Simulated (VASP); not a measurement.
The system is Ba4Si.

```
Ba Si
1.0
    -3.96351    3.96351    3.96351
     3.96351   -3.96351    3.96351
     3.96351    3.96351   -3.96351
Ba Si
4 1
Cartesian
  1.9818 1.9818 1.9818
  -1.9818 1.9818 1.9818
  1.9818 1.9818 -1.9818
  1.9818 -1.9818 1.9818
  0.0000 0.0000 0.0000
```

The cell was built by a generator and needn't be a form met in nature.

Base run:

- Program: VASP 6.6.1
- Functional: PBE
- Potentials or basis: VASP PAW PBE potentials, release 64 (Ba_sv, Si)
- Cutoff: 520 eV
- k mesh: 5 × 5 × 5
- Occupations: fermi-dirac, width 0.05 eV
- Spin: no spin polarisation

Its results: pressure 0.2 GPa.

Question: The run is repeated on the same cell with these changes: functional from PBE to PBEsol; k mesh from 5 × 5 × 5 to 4 × 4 × 4. What comes out?

Answer: Pressure -0.8 GPa.

Several settings changed at once, so the effect can't be laid on one alone.

Caveats: the PAW data sets were made with another functional, which shifts forces and pressure a little (some runs).

Not every run made on this cell is shown here.
